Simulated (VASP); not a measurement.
# MgIBr3 (Pm-3m) in VASP: further runs

One crystal, MgIBr3, is run at these levels: PBE, PBE+D3(BJ); tasks: single point.

Everything below comes from runs of VASP 6.6.1. Logs are shortened: lines on timing, memory, paths and dates and some standing lists are left out, and cuts for length are marked.

## Step 1: The crystal as given

The structure is cubic, space group Pm-3m (No. 221). Conventional cell: a = 5.632 Å, b = 5.632 Å, c = 5.632 Å, α = 90.00°, β = 90.00°, γ = 90.00°. Around Mg (site symmetry m-3m) lie 12 Br at 3.98 Å. I (site symmetry m-3m) has 6 Br at 2.82 Å as nearest neighbours. Around Br (site symmetry 4/mmm) lie 2 I at 2.82 Å.

The cell was built by a generator and needn't be a form met in nature.

## Step 2: Single point, PBE

Input file INCAR:

```
  PREC = Accurate
  ENCUT = 520
  EDIFF = 1E-7
  ISMEAR = -1
  SIGMA = 0.1
  LREAL = F
  LASPH = T
  NELM = 80
  ALGO = Normal
  ISIF = 2
  LWAVE = F
  LCHARG = F
  GGA = PE
  NBANDS = 23
```

Input file KPOINTS:

```
regular mesh
0
Gamma
  3 3 3
```

Input file POSCAR:

```
MgIBr3
1.0
    5.6324970000      0.0000000000      0.0000000000
    0.0000000000      5.6324970000      0.0000000000
    0.0000000000      0.0000000000      5.6324970000
Mg I Br
1 1 3
Direct
    0.0000000000      0.0000000000      0.0000000000
    0.5000000000      0.5000000000      0.5000000000
    0.0000000000      0.5000000000      0.5000000000
    0.5000000000      0.0000000000      0.5000000000
    0.5000000000      0.5000000000      0.0000000000
```

Potentials or basis: VASP PAW PBE potentials, release 64 (Mg, I, Br).

Launch:

```console
$ cat potpaw_PBE.64/Mg/POTCAR potpaw_PBE.64/I/POTCAR potpaw_PBE.64/Br/POTCAR > POTCAR
$ mpirun -np 1 vasp_std > vasp.out
```

OUTCAR:

```text
PREC = Accurate
   ENCUT = 520
   EDIFF = 1E-7
   ISMEAR = -1
   LREAL = F
   LASPH = T
   NELM = 80
   ISIF = 2
   GGA = PE

 ion  position               nearest neighbor table
   1  0.000  0.000  0.000-
   2  0.500  0.500  0.500-   3 2.82   4 2.82   5 2.82   5 2.82   4 2.82   3 2.82
   3  0.000  0.500  0.500-   2 2.82   2 2.82
   4  0.500  0.000  0.500-   2 2.82   2 2.82
   5  0.500  0.500  0.000-   2 2.82   2 2.82

  LATTYP: Found a simple cubic cell.
 ALAT       =     5.6324970000

  Lattice vectors:

 A1 = (   5.6324970000,   0.0000000000,   0.0000000000)
 A2 = (   0.0000000000,   5.6324970000,   0.0000000000)
 A3 = (   0.0000000000,   0.0000000000,   5.6324970000)

Analysis of symmetry for initial positions (statically):
=====================================================================
 Subroutine PRICEL returns:
 Original cell was already a primitive cell.

 Routine SETGRP: Setting up the symmetry group for a
 simple cubic supercell.

 Subroutine GETGRP returns: Found 48 space group operations
 (whereof 48 operations were pure point group operations)
 out of a pool of 48 trial point group operations.

The static configuration has the point symmetry O_h .

Analysis of symmetry for dynamics (positions and initial velocities):
=====================================================================
 Subroutine PRICEL returns:
 Original cell was already a primitive cell.

 Routine SETGRP: Setting up the symmetry group for a
 simple cubic supercell.

 Subroutine GETGRP returns: Found 48 space group operations
 (whereof 48 operations were pure point group operations)
 out of a pool of 48 trial point group operations.

The dynamic configuration has the point symmetry O_h .

 Subroutine INISYM returns: Found 48 space group operations
 (whereof 48 operations are pure point group operations),
 and found     1 'primitive' translations

----------------------------------------------------------------------------------------

                                     Primitive cell

  volume of cell :     178.6911

  direct lattice vectors                    reciprocal lattice vectors
     5.632497000  0.000000000  0.000000000     0.177541151  0.000000000  0.000000000
     0.000000000  5.632497000  0.000000000     0.000000000  0.177541151  0.000000000
     0.000000000  0.000000000  5.632497000     0.000000000  0.000000000  0.177541151

  length of vectors
     5.632497000  5.632497000  5.632497000     0.177541151  0.177541151  0.177541151

  position of ions in fractional coordinates (direct lattice)
     0.000000000  0.000000000  0.000000000
     0.500000000  0.500000000  0.500000000
     0.000000000  0.500000000  0.500000000
     0.500000000  0.000000000  0.500000000
     0.500000000  0.500000000  0.000000000

  ion indices of the primitive-cell ions
   primitive index   ion index
                 1           1
                 2           2
                 3           3
                 4           4
                 5           5

----------------------------------------------------------------------------------------

 KPOINTS: regular mesh

Automatic generation of k-mesh.
 Grid dimensions read from file:
 generate k-points for:    3    3    3

 Generating k-lattice:

  Cartesian coordinates                     Fractional coordinates (reciprocal lattice)
     0.059180384  0.000000000  0.000000000     0.333333333  0.000000000  0.000000000
     0.000000000  0.059180384  0.000000000     0.000000000  0.333333333  0.000000000
     0.000000000  0.000000000  0.059180384     0.000000000  0.000000000  0.333333333

  Length of vectors
     0.059180384  0.059180384  0.059180384

  Shift w.r.t. Gamma in fractional coordinates (k-lattice)
     0.000000000  0.000000000  0.000000000

 Subroutine IBZKPT returns following result:
 ===========================================

 Found      4 irreducible k-points:

 Following reciprocal coordinates:
            Coordinates               Weight
  0.000000  0.000000  0.000000      1.000000
  0.333333  0.000000  0.000000      6.000000
  0.333333  0.333333  0.000000     12.000000
  0.333333  0.333333  0.333333      8.000000
   k-points           NKPTS =      4   k-points in BZ     NKDIM =      4   number of bands    NBANDS=     23
   number of dos      NEDOS =    301   number of ions     NIONS =      5
   total plane-waves  NPLWV =  74088
   dimension x,y,z NGX =    42 NGY =   42 NGZ =   42
   dimension x,y,z NGXF=    84 NGYF=   84 NGZF=   84
   ions per type =               1   1   3
   NGX,Y,Z   is equivalent  to a cutoff of  12.40, 12.40, 12.40 a.u.
   NGXF,Y,Z  is equivalent  to a cutoff of  24.79, 24.79, 24.79 a.u.
 SYSTEM =  unknown system
   PREC   = accura    normal or accurate (medium, high low for compatibility)
   ISTART =      0    job   : 0-new  1-cont  2-samecut
   ICHARG =      2    charge: 1-file 2-atom 10-const
   ISPIN  =      1    spin polarized calculation?
   LNONCOLLINEAR =      F non collinear calculations
   LSORBIT =      F    spin-orbit coupling
   LASPH  =      T    aspherical Exc in radial PAW
   ENCUT  =  520.0 eV  38.22 Ry    6.18 a.u.  10.47 10.47 10.47*2*pi/ulx,y,z
   NELM   =     80;   NELMIN=  2; NELMDL= -5     # of ELM steps
   EDIFF  = 0.1E-06   stopping-criterion for ELM
   LREAL  =      F    real-space projection
   EDIFFG = 0.1E-05   stopping-criterion for IOM
   NSW    =      0    number of steps for IOM
   IBRION =     -1    ionic relax: 0-MD 1-quasi-New 2-CG
   NFREE  =      0    steps in history (QN), initial steepest desc. (CG)
   ISIF   =      2    stress and relaxation
   ISYM   =      2    0-nonsym 1-usesym 2-fastsym
   POTIM  = 0.5000    time-step for ionic-motion
   TEBEG  =    0.0;   TEEND  =   0.0 temperature during run
   PSTRESS=    0.0 pullay stress
   NELECT =      30.0000    total number of electrons
   NUPDOWN=      -1.0000    fix difference up-down
   EMIN   =  10.00;   EMAX   =-10.00  energy-range for DOS
   EFERMI =   0.00;   METHOD = LEGACY
   ISMEAR =    -1;   SIGMA  =   0.10  broadening in eV -4-tet -1-fermi 0-gaus
   EFERMI_NEDOS =   21; number of points for ismear=-14 and -15
   IALGO  =     38    algorithm
   IMIX   =      4    mixing-type and parameters
     AMIX     =   0.40;   BMIX     =  1.00
     AMIX_MAG =   1.60;   BMIX_MAG =  1.00
  volume/ion in A,a.u.               =      35.74       241.17
  Fermi-wavevector in a.u.,A,eV,Ry     =   0.903124  1.706658 11.097372  0.815634
  Thomas-Fermi vector in A             =   2.026412
   LORBIT       =      0    0 simple, 1 ext, 2 COOP (PROOUT), +10 PAW based schemes
   GGA     = PE    functional components
   LHFCALC =     F    Hartree Fock is set to
   AEXX    =    0.0000 exact exchange contribution
   IVDW    =     0    specifies the selected vdW correction
   LEPSILON=     F    determine dielectric tensor
   LRPA    =     F    only Hartree local field effects (RPA)
 non-spin polarized calculation
  energy-cutoff  :      520.00
  volume of cell :      178.69
 maximum number of plane-waves:      4837
 NGX is ok and might be reduce to    42
   NGX = 21   NGY = 21   NGZ = 21

 number of electron      29.9999988 magnetization

 Free energy of the ion-electron system (eV)
  ---------------------------------------------------
  ext. energy  EPLUGINS =         0.00000000
  ---------------------------------------------------
  free energy    TOTEN  =        -6.88920303 eV

  energy without entropy =       -6.69829532  energy(sigma->0) =       -6.79374918

 E-fermi :   1.5521     XC(G=0):  -7.7001

 val. band max:        1.4511661744   @ k =   0.3333   0.3333   0.0000
 cond. band min:       1.6080505794   @ k =   0.3333   0.3333   0.3333
 fundamental gap:      0.1568844049
 Fermi energy:         1.5521496977

 k-point     1 :       0.0000    0.0000    0.0000
  band No.  band energies     occupation
      1     -14.3644      2.00000
      2     -12.9915      2.00000
      3     -12.9915      2.00000
      4     -10.2125      2.00000
      5      -4.5573      2.00000
      6      -4.5573      2.00000
      7      -4.5573      2.00000
      8      -0.7946      2.00000
      9      -0.7946      2.00000
     10      -0.7946      2.00000
     11      -0.7170      2.00000
     12      -0.7170      2.00000
     13      -0.7170      2.00000
     14       0.6481      1.99976
     15       4.1502      0.00000
     16       4.1502      0.00000
     17       4.1502      0.00000
     18       6.2774      0.00000
     19       6.2774      0.00000
     20       6.2774      0.00000
     21       6.5408      0.00000
     22       6.5408      0.00000
     23       6.5408      0.00000

 k-point     2 :       0.3333    0.0000    0.0000
  band No.  band energies     occupation
      1     -14.1683      2.00000
      2     -13.1571      2.00000
      3     -12.9894      2.00000
      4     -10.6083      2.00000
      5      -4.4823      2.00000
      6      -4.4823      2.00000
      7      -3.0019      2.00000
      8      -1.1559      2.00000
      9      -1.0033      2.00000
     10      -1.0033      2.00000
     11      -0.8283      2.00000
     12      -0.7337      2.00000
     13      -0.7337      2.00000
     14       1.2366      1.91824
     15       1.7559      0.23064
     16       4.0659      0.00000
     17       4.0659      0.00000
     18       4.5727      0.00000
     19       5.7008      0.00000
     20       5.7008      0.00000
     21       6.8296      0.00000
     22       7.6360      0.00000
     23       8.2115      0.00000

 k-point     3 :       0.3333    0.3333    0.0000
  band No.  band energies     occupation
      1     -13.9443      2.00000
      2     -13.1751      2.00000
      3     -13.1104      2.00000
      4     -11.0415      2.00000
      5      -4.4078      2.00000
      6      -2.9963      2.00000
      7      -2.7704      2.00000
      8      -1.8031      2.00000
      9      -0.9805      2.00000
     10      -0.9643      2.00000
     11      -0.9581      2.00000
     12      -0.8943      2.00000
     13      -0.3418      2.00000
     14       1.2485      1.90841
     15       1.4512      1.46598
     16       1.7926      0.16567
     17       3.9688      0.00000
     18       4.8047      0.00000
     19       5.2554      0.00000
     20       5.2621      0.00000
     21       7.9097      0.00000
     22       7.9548      0.00000
     23       8.2730      0.00000

 k-point     4 :       0.3333    0.3333    0.3333
  band No.  band energies     occupation
      1     -13.6927      2.00000
      2     -13.1719      2.00000
      3     -13.1719      2.00000
      4     -11.5700      2.00000
      5      -2.8816      2.00000
      6      -2.8816      2.00000
      7      -2.5447      2.00000
      8      -1.7026      2.00000
      9      -1.7026      2.00000
     10      -1.6492      2.00000
     11      -0.3810      2.00000
     12      -0.3810      2.00000
     13      -0.2896      2.00000
     14       1.1069      1.97697
     15       1.1069      1.97697
     16       1.3982      1.64678
     17       1.6081      0.72755
     18       4.8713      0.00000
     19       5.7056      0.00000
     20       5.7056      0.00000
     21       8.1573      0.00000
     22       8.1573      0.00000
     23       8.5366      0.00000

------------------------ aborting loop because EDIFF is reached ----------------------------------------

  FORCE on cell =-STRESS in cart. coord.  units (eV):
  Direction    XX          YY          ZZ          XY          YZ          ZX
  --------------------------------------------------------------------------------------
  -------------------------------------------------------------------------------------
  Total        3.8899612      3.8899612      3.8899612     -0.0000000      0.0000000     -0.0000000
  in kB       34.8781097     34.8781097     34.8781097     -0.0000000      0.0000000     -0.0000000
  external PRESSURE =      34.8781097 kB  Pullay stress =       0.0000000 kB

 VOLUME and BASIS-vectors are now :
 -----------------------------------------------------------------------------
  energy-cutoff  :      520.00
  volume of cell :      178.69
      direct lattice vectors                 reciprocal lattice vectors
     5.632497000  0.000000000  0.000000000     0.177541151  0.000000000  0.000000000
     0.000000000  5.632497000  0.000000000     0.000000000  0.177541151  0.000000000
     0.000000000  0.000000000  5.632497000     0.000000000  0.000000000  0.177541151

 POSITION                                       TOTAL-FORCE (eV/Angst)
 -----------------------------------------------------------------------------------
      0.00000      0.00000      0.00000         0.000000      0.000000      0.000000
      2.81625      2.81625      2.81625         0.000000      0.000000      0.000000
      0.00000      2.81625      2.81625         0.000000      0.000000      0.000000
      2.81625      0.00000      2.81625         0.000000      0.000000      0.000000
      2.81625      2.81625      0.00000         0.000000      0.000000      0.000000
 -----------------------------------------------------------------------------------
    total drift:                                0.000000     -0.000000      0.000000

  FREE ENERGIE OF THE ION-ELECTRON SYSTEM (eV)
  ---------------------------------------------------
  free  energy   TOTEN  =        -6.8892030294 eV

  energy  without entropy=       -6.6982953223  energy(sigma->0) =       -6.79374918
```

It took 19 s on 1 thread of Intel Xeon 6975P-C (Granite Rapids), shared host; peak memory 0.25 GiB.

Results:

```yaml
Free_energy: -6.8892 eV
Pressure: 3.5 GPa
Band_gap_on_the_k_mesh: none (metal or under the smearing width)
```

Caveat: the k mesh is coarse (spacing up to 0.37 Å⁻¹), so the values aren't converged. Spin-orbit coupling is left out, which matters for the levels of I.

## Step 3: Single point, PBE

Input file INCAR:

```
  PREC = Accurate
  ENCUT = 520
  EDIFF = 1E-6
  ISMEAR = -1
  SIGMA = 0.1
  LREAL = F
  LASPH = T
  NELM = 100
  ALGO = Normal
  ISIF = 2
  LWAVE = F
  LCHARG = T
  GGA = PE
  LELF = T
  LVHAR = T
  NBANDS = 23
```

Input file KPOINTS:

```
Automatic mesh
0
Gamma
  3 3 3
```

POSCAR is that of step 2.

Potentials or basis: VASP PAW PBE potentials, release 64 (Mg, I, Br).

Launch:

```console
$ cat potpaw_PBE.64/Mg/POTCAR potpaw_PBE.64/I/POTCAR potpaw_PBE.64/Br/POTCAR > POTCAR
$ mpirun -np 1 vasp_std > vasp.out
```

Wall time 18 s (1 thread of Intel Xeon 6975P-C (Granite Rapids), shared host); peak memory 0.25 GiB.

It converged, with:

| Property | Result |
| --- | --- |
| Free energy | -6.8892 eV |
| Pressure | 3.5 GPa |
| Band gap on the k mesh | none (metal or under the smearing width) |

Levels at points of the mesh, in eV from the Fermi level:
| k point | band 12 | band 13 | band 14 | band 15 | band 16 | band 17 |
| --- | --- | --- | --- | --- | --- | --- |
| (0.00, 0.00, 0.00) | -2.27 | -2.27 | -0.90 | 2.60 | 2.60 | 2.60 |

Caveat: the k mesh is coarse (spacing up to 0.37 Å⁻¹), so the values aren't converged. Spin-orbit coupling is left out, which matters for the levels of I.

## Step 4: Single point, PBE+D3(BJ)

Input file INCAR:

```
PREC = Accurate
ENCUT = 520
EDIFF = 1E-7
ISMEAR = -1
SIGMA = 0.1
LREAL = F
LASPH = T
NELM = 80
ALGO = Normal
ISIF = 2
LWAVE = F
LCHARG = F
GGA = PE
IVDW = 12
NBANDS = 23
```

KPOINTS is that of step 3.

POSCAR is that of step 3.

Launch:

```console
$ cat potpaw_PBE.64/Mg/POTCAR potpaw_PBE.64/I/POTCAR potpaw_PBE.64/Br/POTCAR > POTCAR
$ mpirun -np 1 vasp_std > vasp.out
```

Wall time 15 s (1 thread of Intel Xeon 6975P-C (Granite Rapids), shared host); peak memory 0.26 GiB.

It converged, with:

| Item | Value |
| --- | --- |
| Free energy | -8.2436 eV |
| Pressure | 2.6 GPa |
| Band gap on the k mesh | none (metal or under the smearing width) |
| Dispersion energy per atom | -0.271 eV |

Levels at points of the mesh, in eV from the Fermi level:
```csv
k point,band 11,band 12,band 13,band 14,band 15,band 16,band 17,band 18
"(0.00, 0.00, 0.00)",-2.27,-2.27,-2.27,-0.90,2.60,2.60,2.60,4.73
```

Caveat: the k mesh is coarse (spacing up to 0.37 Å⁻¹), so the values aren't converged; pairwise dispersion overbinds metals, which lowers pressure and volume. The run has no spin-orbit coupling, so splittings on I are missing.
